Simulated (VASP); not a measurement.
Calculation: PBE GGA, VASP's PBE PAW potentials (set 64) (plane waves; VASP).

VASP input:

**POSCAR**
```
FeGe
1
    4.7158100000     0.0000000000     0.0000000000
    0.0000000000     4.7158100000     0.0000000000
    0.0000000000     0.0000000000     4.7158100000
Fe Ge
4 4
Direct
  0.1347600000   0.1347600000   0.1347600000
  0.3652400000   0.8652400000   0.6347600000
  0.6347600000   0.3652400000   0.8652400000
  0.8652400000   0.6347600000   0.3652400000
  0.8449700000   0.8449700000   0.8449700000
  0.6550300000   0.1550300000   0.3449700000
  0.3449700000   0.6550300000   0.1550300000
  0.1550300000   0.3449700000   0.6550300000
```

INCAR:
```
ALGO = Normal
EDIFF = 1E-6
ENCUT = 300
GGA = PE
ISIF = 2
ISMEAR = 0
ISPIN = 2
LASPH = .TRUE.
LCHARG = .FALSE.
LMAXMIX = 4
LORBIT = 11
LREAL = .FALSE.
LWAVE = .FALSE.
NELM = 100
PREC = Accurate
SIGMA = 0.272
SYSTEM = FeGe
```

File KPOINTS:
```
Automatic mesh
0
G
 6 6 6
```

POTCAR, in this order: Fe Ge_d (PBE.64 set). Program: vasp_std. The INCAR's line for the spin-polarised start is left out here.

What will the output report for the number of irreducible k-points (NKPTS), largest plane-wave count, number of space-group operations, FFT grid (NGX, NGY, NGZ)?

The number of irreducible k-points (NKPTS) is 24. The largest plane-wave count is 1253, the number of space-group operations is 12 and the FFT grid (NGX, NGY, NGZ) comes out as 28 × 28 × 28.

The structure comes from a computed database's FeGe entry; how it stands against other phases isn't given here. The cell was not relaxed at this level. The run is one of a series of settings (KPOINTS 6×6×6 Γ-centred mesh against the base run), some of them coarse on purpose.
